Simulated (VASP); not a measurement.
Energy against volume of MgF$_{2}$ (rutile). Method: MS2 meta-GGA, VASP's PBE PAW potentials (set 64) (plane waves; VASP 6.6.1). Run with 520 eV cut-off, 5×5×7 Γ-centred mesh, Gaussian smearing of 0.050 eV, potentials Mg F.

Shape and ions are relaxed at each volume.

| V (Å³/atom) | E (eV/atom) |
|---|---|
| 10.134 | -8.14462 |
| 10.458 | -8.15671 |
| 10.781 | -8.16117 |
| 11.104 | -8.15915 |

Fit these four points and predict the energy of the run at 11.428 Å³/atom.

A cubic in V^(−2/3), the third-order Birch-Murnaghan form, passes through the four points with V0 = 10.83 Å³/atom and B0 = 105 GPa, and gives -8.1516 eV/atom there. The run gave -8.1517 eV/atom, -0.1 meV/atom from the fit; all five points give B0 = 104 GPa.

The compound is MgF2 in the rutile structure. It was relaxed first.
